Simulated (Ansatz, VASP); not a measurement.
## KAlAs3: VASP beside Ansatz

The input INCAR:

```
PREC     = Accurate       # precision mode
ENCUT    = 600            # plane-wave cutoff, eV
EDIFF    = 1E-6           # SCF threshold, eV
ISMEAR   = 0              # smearing method
SIGMA    = 0.1            # smearing width, eV
LREAL    = F              # projectors in reciprocal space
LASPH    = T              # aspherical terms in the spheres
NELM     = 100            # most SCF steps
ALGO     = Normal         # electronic algorithm
ISIF     = 3              # what is computed and relaxed
LWAVE    = F              # write WAVECAR
LCHARG   = F              # write CHGCAR
GGA      = PE             # functional
IBRION   = 2              # ionic algorithm
NSW      = 90             # ionic steps
EDIFFG   = -0.04          # ionic threshold
```

File KPOINTS:

```
Automatic mesh
0
Gamma
  4 4 4
```

Contents of POSCAR:

```
KAlAs3
1.0
    4.7642051674      0.0000000000      0.0000000000
    0.0000000000      4.7642051674      0.0000000000
    0.0000000000      0.0000000000      4.7642051674
K Al As
1 1 3
Direct
    0.0000000000      0.0000000000      0.0000000000
    0.5000000000      0.5000000000      0.5000000000
    0.0000000000      0.5000000000      0.5000000000
    0.5000000000      0.0000000000      0.5000000000
    0.5000000000      0.5000000000      0.0000000000
```

Input for Ansatz:

```yaml
crystal:
  lattice:
    - [4.7642051674, 0.0, 0.0]
    - [0.0, 4.7642051674, 0.0]
    - [0.0, 0.0, 4.7642051674]
  atoms:
    - { symbol: K, position: [0.0, 0.0, 0.0] }
    - { symbol: Al, position: [0.5, 0.5, 0.5] }
    - { symbol: As, position: [0.0, 0.5, 0.5] }
    - { symbol: As, position: [0.5, 0.0, 0.5] }
    - { symbol: As, position: [0.5, 0.5, 0.0] }
basis:
  ecutwfc: 420
kpoints:
  mp_grid: { grid: [4, 4, 4] }
hamiltonian:
  xc: pbe
scf:
  occupations: { method: gaussian, width: 0.1 }
  lower_state_search: "off"
output:
  forces: true
  stress: true
  eigenvalues: true
relax:
  adjacent_minimum: "off"
  f_tol: 0.04
  max_steps: 70
  cell: { stress_tol: 0.4 }
```

Alike in both runs: task relaxation of cell and atoms; functional PBE; k mesh 4 × 4 × 4; occupations gaussian, width 0.1 eV; no spin polarisation.

|  | VASP | Ansatz |
| --- | --- | --- |
| version | VASP 6.6.1 | Ansatz 0.2.0 |
| potentials or method | VASP PAW PBE potentials, release 64 (K_sv, Al, As) | scalar-relativistic, plane waves, PAW |
| plane-wave cutoff (eV) | 600 | 420 |
| valence electrons in the cell | 27 | 57 |

|  | VASP | Ansatz | Ansatz less VASP |
| --- | --- | --- | --- |
| gap on the k mesh at the Fermi level, each at its own relaxed structure (eV) | none | none | - |
| relaxed volume (Å³/atom) | 25.11 | 25.06 | -0.042 |
| relaxed cell length with the largest relative difference (Å) | 5.007 | 5.004 | -0.0028 |
| energy change over the relaxation (meV/atom) | -87 | -84 | +2.9 |

A gap of «none» marks a metal or a gap that the smearing closes. The two sets of potentials don't hold the same shells in valence.

Caveats: the volume moved by over 15 % at a fixed basis, so the end points are rough (VASP).
